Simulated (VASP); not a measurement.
**TiN: relaxation of cell and atoms with PBEsol**

Crystal: TiN.

```
Ti N
1.0
     0.00000    2.10294    2.10294
     2.10294    0.00000    2.10294
     2.10294    2.10294    0.00000
Ti N
1 1
Direct
  0.00000 0.00000 0.00000
  0.50000 0.50000 0.50000
```

```
Program                : VASP 6.6.1
Task                   : relaxation of cell and atoms
Functional             : PBEsol
Potentials or basis    : VASP PAW PBE potentials, release 64 (Ti_sv, N)
Cutoff                 : 600 eV
k mesh                 : 16 × 16 × 16
Occupations            : methfessel-paxton, width 0.1 eV
Spin                   : no spin polarisation
Further INCAR settings : ALGO = Normal; EDIFF = 1e-07; IBRION = 2; EDIFFG = -0.005; NSW = 90; ISIF = 3
```

The pressure after relaxing is 0.0 GPa. The band gap on the k mesh is none (metal or under the smearing width).

Final structure:
```
CELL_PARAMETERS angstrom
0.00000 2.10294 2.10294
2.10294 0.00000 2.10294
2.10294 2.10294 0.00000
ATOMIC_POSITIONS crystal
Ti 0.00000 0.00000 0.00000
N 0.50000 0.50000 0.50000
```

Levels at points of the mesh, in eV from the Fermi level:
| k point | band 5 | band 6 | band 7 | band 8 | band 9 | band 10 | band 11 | band 12 |
| --- | --- | --- | --- | --- | --- | --- | --- | --- |
| (0.00, 0.00, 0.00) | -17.21 | -2.06 | -2.06 | -2.06 | -0.66 | -0.66 | -0.66 | 0.58 |
| (0.50, 0.00, 0.00) | -14.59 | -8.28 | -5.63 | -5.63 | 1.76 | 1.76 | 2.47 | 5.97 |
| (0.50, 0.50, 0.00) | -15.77 | -5.91 | -3.26 | -3.26 | -3.24 | 1.70 | 2.50 | 2.50 |

It took 33 s on 1 thread of AMD EPYC 7R13 Processor (Zen 3), on a shared host, peak memory 0.14 GiB.

Caveat: the relaxation stopped at its first step, so nothing moved; the PAW data sets were made with another functional, which shifts forces and pressure a little.
